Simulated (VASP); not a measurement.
Consider the following.

```
CELL_PARAMETERS angstrom
      2.12907     1.22922     7.01807
     -2.12907     1.22922     7.01807
      0.00000    -2.45843     7.01807
ATOMIC_POSITIONS crystal
  Mg 0.99045 0.99045 0.99045
  Mg 0.51047 0.51047 0.51047
  Te 0.12251 0.12251 0.12251
  S  0.62654 0.62654 0.62654
```

All values below come from PBEsol GGA, VASP's PBE PAW potentials (set 64) (plane waves; VASP). Numerical set-up: 400 eV cut-off, 11×11×11 Γ-centred mesh, Gaussian smearing of 0.010 eV, potentials Mg Te S.

Unless said otherwise, spin-orbit coupling is left out, though it shifts the bands of the heavy elements here.

Q: Predict the energy per atom (σ→0), band gap (on the k-mesh) with the smallest direct gap where there is one.

A: 
```json
{
  "band gap (on the k-mesh)": "1.39 eV",
  "smallest direct gap (on the k-mesh)": "1.39 eV",
  "energy per atom (σ→0)": "-3891 meV/atom"
}
```

The structure comes from a computed database's Mg2TeS entry (R3m); how it stands against other phases isn't given here. It was relaxed first.
